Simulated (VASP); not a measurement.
Output of a VASP run:

**OSZICAR**
```
...
DAV:   1    -0.499909658893E+03   -0.18854E-04   -0.37431E-03   816   0.157E-01    0.126E-02
RMM:   2    -0.499909661085E+03   -0.21916E-05   -0.67184E-05   618   0.189E-02    0.781E-03
RMM:   3    -0.499909659630E+03    0.14550E-05   -0.86613E-06   434   0.668E-03    0.434E-03
RMM:   4    -0.499909659374E+03    0.25576E-06   -0.24440E-06   430   0.307E-03
  11 F= -.49990966E+03 E0= -.49990966E+03  d E =-.259253E-01  mag=     2.0000
       N       E                     dE             d eps       ncg     rms          rms(c)
DAV:   1    -0.499919360214E+03   -0.97006E-02   -0.19282E+00   728   0.360E+00    0.254E-01
RMM:   2    -0.499921706827E+03   -0.23466E-02   -0.34522E-02   720   0.430E-01    0.138E-01
RMM:   3    -0.499921531605E+03    0.17522E-03   -0.41632E-03   724   0.152E-01    0.870E-02
RMM:   4    -0.499921409102E+03    0.12250E-03   -0.14112E-03   720   0.784E-02    0.371E-02
RMM:   5    -0.499921433564E+03   -0.24462E-04   -0.25102E-04   762   0.324E-02    0.239E-02
RMM:   6    -0.499921435718E+03   -0.21533E-05   -0.58353E-05   588   0.154E-02
  12 F= -.49992144E+03 E0= -.49992144E+03  d E =-.117763E-01  mag=     2.0000
       N       E                     dE             d eps       ncg     rms          rms(c)
DAV:   1    -0.499921836197E+03   -0.40263E-03   -0.12670E-01   816   0.922E-01    0.648E-02
RMM:   2    -0.499921990627E+03   -0.15443E-03   -0.22523E-03   720   0.110E-01    0.359E-02
RMM:   3    -0.499921980402E+03    0.10224E-04   -0.28244E-04   724   0.393E-02    0.226E-02
RMM:   4    -0.499921973981E+03    0.64216E-05   -0.92570E-05   702   0.202E-02
  13 F= -.49992197E+03 E0= -.49992197E+03  d E =-.123146E-01  mag=     2.0000
       N       E                     dE             d eps       ncg     rms          rms(c)
DAV:   1    -0.499925827143E+03   -0.38467E-02   -0.10034E+00   728   0.257E+00    0.169E-01
RMM:   2    -0.499926938267E+03   -0.11111E-02   -0.16003E-02   720   0.289E-01    0.868E-02
RMM:   3    -0.499926876266E+03    0.62000E-04   -0.18906E-03   724   0.103E-01    0.552E-02
RMM:   4    -0.499926821042E+03    0.55224E-04   -0.61491E-04   721   0.516E-02    0.244E-02
RMM:   5    -0.499926831817E+03   -0.10774E-04   -0.10964E-04   698   0.212E-02    0.163E-02
RMM:   6    -0.499926832812E+03   -0.99581E-06   -0.18681E-05   449   0.924E-03
  14 F= -.49992683E+03 E0= -.49992683E+03  d E =-.485883E-02  mag=     2.0000
       N       E                     dE             d eps       ncg     rms          rms(c)
DAV:   1    -0.499927069477E+03   -0.23766E-03   -0.10172E-01   768   0.819E-01    0.536E-02
RMM:   2    -0.499927180720E+03   -0.11124E-03   -0.16116E-03   720   0.918E-02    0.277E-02
RMM:   3    -0.499927174464E+03    0.62559E-05   -0.19404E-04   724   0.329E-02    0.175E-02
RMM:   4    -0.499927169393E+03    0.50709E-05   -0.62217E-05   632   0.164E-02
  15 F= -.49992717E+03 E0= -.49992717E+03  d E =-.519541E-02  mag=     2.0000
       N       E                     dE             d eps       ncg     rms          rms(c)
DAV:   1    -0.499928320230E+03   -0.11458E-02   -0.53322E-01   728   0.188E+00    0.120E-01
RMM:   2    -0.499928926734E+03   -0.60650E-03   -0.89676E-03   720   0.216E-01    0.655E-02
RMM:   3    -0.499928898026E+03    0.28709E-04   -0.10624E-03   725   0.752E-02    0.429E-02
RMM:   4    -0.499928860516E+03    0.37510E-04   -0.34772E-04   721   0.392E-02    0.174E-02
RMM:   5    -0.499928866782E+03   -0.62661E-05   -0.61769E-05   570   0.158E-02
  16 F= -.49992887E+03 E0= -.49992887E+03  d E =-.169739E-02  mag=     2.0000
```

File OUTCAR:
```
------------------------ aborting loop because EDIFF is reached ----------------------------------------
  FORCE on cell =-STRESS in cart. coord.  units (eV):
  Direction    XX          YY          ZZ          XY          YZ          ZX
  --------------------------------------------------------------------------------------
  Total        7.0269258      5.6590496      3.3806739     -1.3595095     -1.3119250      2.2806714
  in kB       14.7265671     11.8598626      7.0849931     -2.8491703     -2.7494458      4.7796805
  external PRESSURE =      11.2238076 kB  Pullay stress =       0.0000000 kB
  volume of cell :      764.49
      direct lattice vectors                 reciprocal lattice vectors
     4.693267657 -8.128978018  0.000000000     0.106535582 -0.061508347  0.000000000
     4.693267657  8.128978018  0.000000000     0.106535582  0.061508347  0.000000000
     0.000000000  0.000000000 10.019202616     0.000000000  0.000000000  0.099808342
  FREE ENERGIE OF THE ION-ELECTRON SYSTEM (eV)
  ---------------------------------------------------
  free  energy   TOTEN  =      -499.9288667819 eV

  energy  without entropy=     -499.9288667819  energy(sigma->0) =     -499.92886678

 total charge

# of ion       s       p       d       tot
------------------------------------------
    1        0.363   0.435   0.000   0.798
    2        0.364   0.437   0.000   0.801
    3        0.365   0.444   0.000   0.809
    4        0.361   0.378   0.000   0.739
    5        0.386   0.399   0.000   0.785
    6        0.364   0.437   0.000   0.801
    7        0.350   0.423   0.000   0.773
    8        0.361   0.378   0.000   0.739
    9        0.363   0.435   0.000   0.798
   10        0.364   0.439   0.000   0.803
   11        0.365   0.444   0.000   0.809
   12        0.366   0.437   0.000   0.802
   13        0.364   0.435   0.000   0.799
   14        0.364   0.438   0.000   0.802
   15        0.364   0.437   0.000   0.801
   16        0.360   0.425   0.000   0.785
   17        0.362   0.430   0.000   0.792
   18        0.364   0.438   0.000   0.802
   19        0.367   0.448   0.000   0.815
   20        0.362   0.430   0.000   0.792
   21        0.364   0.438   0.000   0.802
   22        0.367   0.448   0.000   0.815
   23        0.360   0.425   0.000   0.785
   24        0.362   0.432   0.000   0.794
   25        0.364   0.438   0.000   0.802
   26        0.365   0.445   0.000   0.811
   27        0.361   0.431   0.000   0.793
   28        0.362   0.432   0.000   0.794
   29        0.363   0.438   0.000   0.801
   30        0.365   0.446   0.000   0.811
   31        0.368   0.439   0.000   0.806
   32        0.363   0.437   0.000   0.800
   33        0.363   0.438   0.000   0.801
   34        0.364   0.438   0.000   0.802
   35        0.367   0.439   0.000   0.806
   36        1.234   2.571   0.000   3.805
   37        1.237   2.581   0.000   3.819
   38        1.230   2.597   0.000   3.827
   39        1.241   2.586   0.000   3.826
   40        1.237   2.581   0.000   3.818
   41        1.229   2.583   0.000   3.812
   42        1.241   2.586   0.000   3.827
   43        1.234   2.571   0.000   3.805
   44        1.229   2.592   0.000   3.821
   45        1.230   2.597   0.000   3.827
   46        1.230   2.600   0.000   3.829
   47        1.228   2.573   0.000   3.801
   48        1.228   2.589   0.000   3.817
...
```
(Selected blocks of OUTCAR.)

POSCAR:
```
Al35N35Si
1
    4.6932676572    -8.1289780179     0.0000000000
    4.6932676572     8.1289780179     0.0000000000
    0.0000000000     0.0000000000    10.0192026156
Al N Si
35 35 1
Direct
  0.2222220000   0.1111110000   0.2500000000
  0.1111110000   0.2222220000   0.0000000000
  0.2222220000   0.1111110000   0.7500000000
  0.1053260000   0.2217910000   0.4987370000
  0.2255760000   0.4447980000   0.2520200000
  0.1111110000   0.5555560000   0.0000000000
  0.2160990000   0.4411860000   0.7524350000
  0.1070830000   0.5576090000   0.4995190000
  0.2222220000   0.7777780000   0.2500000000
  0.1111110000   0.8888890000   0.0000000000
  0.2222220000   0.7777780000   0.7500000000
  0.1111110000   0.8888890000   0.5000000000
  0.5555560000   0.1111110000   0.2500000000
  0.4444440000   0.2222220000   0.0000000000
  0.5555560000   0.1111110000   0.7500000000
  0.4444440000   0.2222220000   0.5000000000
  0.5555560000   0.4444440000   0.2500000000
  0.4444440000   0.5555560000   0.0000000000
  0.5555560000   0.4444440000   0.7500000000
  0.5555560000   0.7777780000   0.2500000000
  0.4444440000   0.8888890000   0.0000000000
  0.5555560000   0.7777780000   0.7500000000
  0.4444440000   0.8888890000   0.5000000000
  0.8888890000   0.1111110000   0.2500000000
  0.7777780000   0.2222220000   0.0000000000
  0.8888890000   0.1111110000   0.7500000000
  0.7777780000   0.2222220000   0.5000000000
  0.8888890000   0.4444440000   0.2500000000
  0.7777780000   0.5555560000   0.0000000000
  0.8888890000   0.4444440000   0.7500000000
  0.7777780000   0.5555560000   0.5000000000
  0.8888890000   0.7777780000   0.2500000000
  0.7777780000   0.8888890000   0.0000000000
  0.8888890000   0.7777780000   0.7500000000
  0.7777780000   0.8888890000   0.5000000000
  0.2234870000   0.1101270000   0.4413940000
  0.1062270000   0.2211310000   0.1894160000
  0.2222220000   0.1111110000   0.9410000000
  0.1081690000   0.2168060000   0.6907480000
  0.1178430000   0.5571310000   0.1934760000
  0.2222220000   0.4444440000   0.9410000000
  0.1123580000   0.5512530000   0.6891520000
  0.2214140000   0.7724210000   0.4380750000
  0.1111110000   0.8888890000   0.1910000000
  0.2222220000   0.7777780000   0.9410000000
  0.1111110000   0.8888890000   0.6910000000
  0.5555560000   0.1111110000   0.4410000000
  0.4444440000   0.2222220000   0.1910000000
  0.5555560000   0.1111110000   0.9410000000
  0.4444440000   0.2222220000   0.6910000000
  0.5622060000   0.4478390000   0.4399230000
  0.4379690000   0.5530850000   0.1888870000
  0.5555560000   0.4444440000   0.9410000000
  0.4460880000   0.5590640000   0.6886670000
  0.5564490000   0.7750140000   0.4394630000
  0.4444440000   0.8888890000   0.1910000000
  0.5555560000   0.7777780000   0.9410000000
  0.4444440000   0.8888890000   0.6910000000
  0.8888890000   0.1111110000   0.4410000000
  0.7777780000   0.2222220000   0.1910000000
  0.8888890000   0.1111110000   0.9410000000
  0.7777780000   0.2222220000   0.6910000000
  0.8888890000   0.4444440000   0.4410000000
  0.7777780000   0.5555560000   0.1910000000
  0.8888890000   0.4444440000   0.9410000000
  0.7777780000   0.5555560000   0.6910000000
  0.8888890000   0.7777780000   0.4410000000
  0.7777780000   0.8888890000   0.1910000000
  0.8888890000   0.7777780000   0.9410000000
  0.7777780000   0.8888890000   0.6910000000
  0.4376220000   0.5518120000   0.5035520000
```

Write an INCAR and KPOINTS that could have produced this output.

Several could match; the one computed here: the input of the run itself, PBE GGA, plane waves, VASP's PBE PAW potentials (set 64).

INCAR:
```
ALGO=Fast
EDIFF=1E-5
EDIFFG=-0.03
ENCUT=400
GGA=PE
IBRION=2
ISIF=2
ISMEAR=0
ISPIN=2
ISYM=0
LASPH=.TRUE.
LCHARG=.FALSE.
LORBIT=10
LREAL=Auto
LWAVE=.TRUE.
MAGMOM=71*0.0282
NELECT=286.0
NELM=100
NELMIN=4
NSW=70
NUPDOWN=2
PREC=Normal
SIGMA=0.05
SYSTEM=Al35N35Si
```

### KPOINTS
```
K-points
0
Gamma
  1 1 1
0 0 0
```

POTCAR, in this order: Al N Si (PBE.64 set). Program: vasp_gam.

At this cut-off the stress carries a Pulay error, which pulls relaxed volumes low. The cell is charged, with a uniform compensating background. The supercell is sampled at Γ alone, which is coarse: total energies, pressure and levels can be off, energies of defects by several tenths of an eV.

The cell is a supercell with a defect, built from AlN (wurtzite): Si_Al-vac_N, charge -2.
